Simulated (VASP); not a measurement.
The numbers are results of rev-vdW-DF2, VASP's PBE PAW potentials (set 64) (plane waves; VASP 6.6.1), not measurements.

A VASP calculation is set up with these files.

**INCAR**
```
PARAM2  =  0.7114
SIGMA  =  0.05
PREC  =  Accurate
ENCUT  =  520
LCHARG  =  .False.
LUSE_VDW  =  .True.
LASPH  =  .True.   # aspherical one-centre terms
LMAXMIX  =  6   # l cut-off of mixed one-centre charges
ISMEAR  =  0   # Gaussian
GGA  =  MK
EDIFF  =  1E-6
AGGAC  =  0.0
IBRION  =  2
ZAB_VDW  =  -1.8867
ALGO  =  Normal   # blocked Davidson
LWAVE  =  .False.
NSW  =  60   # most ionic steps
EDIFFG  =  -0.02   # ionic stop
PARAM1  =  0.1234568
ISIF  =  3   # ions, shape and volume
SYSTEM  =  PtS2
LREAL  =  .False.   # projection in real space or not
NELM  =  100   # most electronic steps
```

File POSCAR:
```
PtS2
1.0
  1.7934412380  -3.1063314179   0.0000000000
  1.7934412380   3.1063314179   0.0000000000
  0.0000000000   0.0000000000   4.8684193068
Pt S
1 2
direct
  0.0000000000   0.0000000000   0.0000000000
  0.3333330000   0.6666670000   0.2507925845
  0.6666670000   0.3333330000   0.7492074155
```

### KPOINTS
```
Automatic mesh
0
Gamma
7 7 4
0 0 0
```

POTCAR, in this order: Pt S (PBE.64 set). Program: vasp_std.

Problem. Predict the energy per atom (σ→0).

Solution. 
```yaml
energy per atom (σ→0): -3596 meV/atom
```

**OSZICAR**
```
...
DAV:   6    -0.110694314434E+02    0.10352E+01   -0.79536E+00   847   0.292E+01    0.121E+01
DAV:   7    -0.108080980185E+02    0.26133E+00   -0.14247E+00   861   0.133E+01    0.559E+00
DAV:   8    -0.107933568500E+02    0.14741E-01   -0.96115E-02   938   0.225E+00    0.143E+00
DAV:   9    -0.107879485476E+02    0.54083E-02   -0.13703E-02   966   0.136E+00    0.267E-01
DAV:  10    -0.107880648837E+02   -0.11634E-03   -0.19216E-03  1050   0.318E-01    0.664E-02
DAV:  11    -0.107880857781E+02   -0.20894E-04   -0.44212E-05  1050   0.616E-02    0.408E-02
DAV:  12    -0.107880852563E+02    0.52175E-06   -0.49286E-06  1029   0.236E-02
   1 F= -.10788085E+02 E0= -.10788083E+02  d E =-.107881E+02
```

The compound is PtS2 in the 1T layered structure. It was relaxed first. The start is the result of an earlier pass.
